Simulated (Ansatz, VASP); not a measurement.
# Two plane-wave programs on Bi2Te2O

```
CELL_PARAMETERS angstrom
-2.36275 2.36275 6.43656
2.36275 -2.36275 6.43656
2.36275 2.36275 -6.43656
ATOMIC_POSITIONS crystal
Bi 0.38610 0.38610 0.00000
Bi 0.61390 0.61390 0.00000
Te 0.75000 0.25000 0.50000
Te 0.25000 0.75000 0.50000
O 0.00000 0.00000 0.00000
```

Change from the starting cell: species swapped into the HoCr2Si2 type (I4/mmm, No. 139).

Alike in both runs: task single point; functional PBE; k mesh 6 × 6 × 6; occupations gaussian, width 0.1 eV; no spin polarisation.

|  | VASP | Ansatz |
| --- | --- | --- |
| version | VASP 6.6.1 | Ansatz 0.2.0 |
| potentials or method | VASP PAW PBE potentials, release 64 (Bi_d, Te, O) | scalar-relativistic, plane waves, PAW |
| plane-wave cutoff (eV) | 520 | 420 |
| valence electrons in the cell | 48 | 68 |

VASP gave:

- gap on the k mesh at the Fermi level (eV): none
- pressure (GPa): 8.8
- largest component of the traceless stress (GPa): 0.39
- rms of the force components (eV/Å): 0.028

What did Ansatz give for the same quantities?

gap on the k mesh at the Fermi level (eV): none; pressure (GPa): 8.9; largest component of the traceless stress (GPa): 0.39; rms of the force components (eV/Å): 0.025.

Atom by atom the forces differ by 0.003 eV/Å (rms over components). A gap of «none» marks a metal or a gap that the smearing closes. The two sets of potentials don't hold the same shells in valence.

Caveats: spin-orbit coupling is left out, which moves the levels of the heavy elements.
